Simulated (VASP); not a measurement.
Level of theory: optB88-vdW, VASP's PBE PAW potentials (set 64) (plane waves; VASP).

VASP input:

POSCAR:
```
CrO2
1
    4.4266977220     0.0000000000     0.0000000000
    0.0000000000     4.4266977220     0.0000000000
    0.0000000000     0.0000000000     2.9218616981
Cr O
2 4
Direct
  0.0000000000   0.0000000000   0.0000000000
  0.5000000000   0.5000000000   0.5000000000
  0.3029539938   0.3029539938   0.0000000000
  0.8029539938   0.1970460062   0.5000000000
  0.1970460062   0.8029539938   0.5000000000
  0.6970460062   0.6970460062   0.0000000000
```

### KPOINTS
```
Automatic
0
gamma
  6 6 9
0 0 0
```

INCAR:
```
AGGAC  =  0.0
ALGO  =  Normal
EDIFF  =  1E-6
EDIFFG  =  -0.02
ENCUT  =  520
GGA  =  BO
IBRION  =  2
ISIF  =  3
ISMEAR  =  1
ISPIN  =  2
LASPH  =  T
LCHARG  =  F
LMAXMIX  =  4
LORBIT  =  10
LREAL  =  F
LUSE_VDW  =  T
LWAVE  =  F
MAGMOM  =  2*2.1 4*-0.1
NELM  =  100
NSW  =  60
PARAM1  =  0.1833333333
PARAM2  =  0.22
PREC  =  Accurate
SIGMA  =  0.1
SYSTEM  =  CrO2
```

POTCAR, in this order: Cr_pv O (PBE.64 set). Program: vasp_std.

The resulting files:

**OUTCAR**
```
 ion  position               nearest neighbor table
   1  0.000  0.000  0.000-   3 1.90   6 1.90   5 1.91   4 1.91   4 1.91   5 1.91
   2  0.500  0.500  0.500-   4 1.90   5 1.90   3 1.91   6 1.91   3 1.91   6 1.91
   3  0.303  0.303  0.000-   1 1.90   2 1.91   2 1.91
   4  0.803  0.197  0.500-   2 1.90   1 1.91   1 1.91
   5  0.197  0.803  0.500-   2 1.90   1 1.91   1 1.91
   6  0.697  0.697  0.000-   1 1.90   2 1.91   2 1.91
  LATTYP: Found a simple tetragonal cell.
 ALAT       =     4.4266977220
 C/A-ratio  =     0.6600544879
 Subroutine PRICEL returns:
 Original cell was already a primitive cell.
 Subroutine GETGRP returns: Found 16 space group operations
The static configuration has the point symmetry D_2h.
 The point group associated with its full space group is D_4h.
The dynamic configuration has the point symmetry D_2h.
The overall configuration has the point symmetry D_2h.
 Subroutine INISYM returns: Found 16 space group operations
 Subroutine IBZKPT returns following result:
 Found     50 irreducible k-points:

 Following reciprocal coordinates:
            Coordinates               Weight
  0.000000  0.000000  0.000000      1.000000
  0.166667  0.000000  0.000000      4.000000
...
```

File OSZICAR:
```
       N       E                     dE             d eps       ncg     rms          rms(c)
DAV:   1     0.623726969414E+03    0.62373E+03   -0.26764E+04  6000   0.178E+03
DAV:   2     0.194415288946E+02   -0.60429E+03   -0.56777E+03  6520   0.525E+02
DAV:   3    -0.528554313920E+02   -0.72297E+02   -0.70751E+02  7106   0.174E+02
DAV:   4    -0.548288385923E+02   -0.19734E+01   -0.18960E+01  7108   0.283E+01
DAV:   5    -0.548777146725E+02   -0.48876E-01   -0.48827E-01  7512   0.446E+00    0.411E+01
DAV:   6    -0.473744008157E+02    0.75033E+01   -0.16939E+02  6928   0.103E+02    0.422E+01
DAV:   7    -0.411138598364E+02    0.62605E+01   -0.11233E+02  7266   0.106E+02    0.189E+01
DAV:   8    -0.388578720446E+02    0.22560E+01   -0.78680E+00  6654   0.243E+01    0.761E+00
DAV:   9    -0.383245887426E+02    0.53328E+00   -0.23688E+00  7974   0.130E+01    0.243E+00
DAV:  10    -0.383460806014E+02   -0.21492E-01   -0.17048E-01  6526   0.348E+00    0.137E+00
DAV:  11    -0.383442429715E+02    0.18376E-02   -0.38826E-02  7558   0.194E+00    0.561E-01
DAV:  12    -0.383438879720E+02    0.35500E-03   -0.41951E-03  7700   0.508E-01    0.281E-01
DAV:  13    -0.383434553896E+02    0.43258E-03   -0.14359E-03  7588   0.383E-01    0.995E-02
DAV:  14    -0.383434344951E+02    0.20894E-04   -0.23836E-04  7484   0.131E-01    0.494E-02
DAV:  15    -0.383434307553E+02    0.37398E-05   -0.46173E-05  7330   0.592E-02    0.299E-02
DAV:  16    -0.383434262277E+02    0.45276E-05   -0.17193E-05  7840   0.389E-02    0.898E-03
DAV:  17    -0.383434263174E+02   -0.89674E-07   -0.12004E-06  4096   0.104E-02
   1 F= -.38343426E+02 E0= -.38343597E+02  d E =-.383434E+02  mag=     4.0000
```

OUTCAR:
```
------------------------ aborting loop because EDIFF is reached ----------------------------------------
  FORCE on cell =-STRESS in cart. coord.  units (eV):
  Direction    XX          YY          ZZ          XY          YZ          ZX
  --------------------------------------------------------------------------------------
  Total        0.0312956      0.0312956     -0.0720565      0.0000000      0.0000000      0.0000000
  in kB        0.8757400      0.8757400     -2.0163418      0.0000000      0.0000000      0.0000000
  external PRESSURE =      -0.0882873 kB  Pullay stress =       0.0000000 kB
  volume of cell :       57.26
      direct lattice vectors                 reciprocal lattice vectors
     4.426697722  0.000000000  0.000000000     0.225902030  0.000000000  0.000000000
     0.000000000  4.426697722  0.000000000     0.000000000  0.225902030  0.000000000
     0.000000000  0.000000000  2.921861698     0.000000000  0.000000000  0.342247547
 POSITION                                       TOTAL-FORCE (eV/Angst)
 -----------------------------------------------------------------------------------
      0.00000      0.00000      0.00000         0.000000      0.000000     -0.000000
      2.21335      2.21335      1.46093         0.000000      0.000000     -0.000000
      1.34109      1.34109      0.00000         0.002674      0.002674      0.000000
      3.55443      0.87226      1.46093         0.002674     -0.002674     -0.000000
      0.87226      3.55443      1.46093        -0.002674      0.002674      0.000000
      3.08561      3.08561      0.00000        -0.002674     -0.002674     -0.000000
 -----------------------------------------------------------------------------------
    total drift:                               -0.000000      0.000000     -0.000000
  FREE ENERGIE OF THE ION-ELECTRON SYSTEM (eV)
  ---------------------------------------------------
  free  energy   TOTEN  =       -38.3434263174 eV

  energy  without entropy=      -38.3439369578  energy(sigma->0) =      -38.34359653

 total charge

# of ion       s       p       d       tot
------------------------------------------
    1        0.342   6.456   4.025  10.823
    2        0.342   6.456   4.025  10.823
    3        1.565   3.467   0.000   5.032
    4        1.565   3.467   0.000   5.032
    5        1.565   3.467   0.000   5.032
    6        1.565   3.467   0.000   5.032
--------------------------------------------------
tot          6.943  26.781   8.050  41.773

 magnetization (x)

# of ion       s       p       d       tot
------------------------------------------
    1        0.018   0.029   2.023   2.071
    2        0.018   0.029   2.023   2.071
    3       -0.002  -0.062   0.000  -0.064
    4       -0.002  -0.062   0.000  -0.064
    5       -0.002  -0.062   0.000  -0.064
    6       -0.002  -0.062   0.000  -0.064
--------------------------------------------------
tot          0.027  -0.188   4.046   3.885

 reached required accuracy - stopping structural energy minimisation
```
(Selected blocks of OUTCAR.)

The compound is CrO2 in the rutile structure. It was relaxed first. The start is the result of an earlier pass.
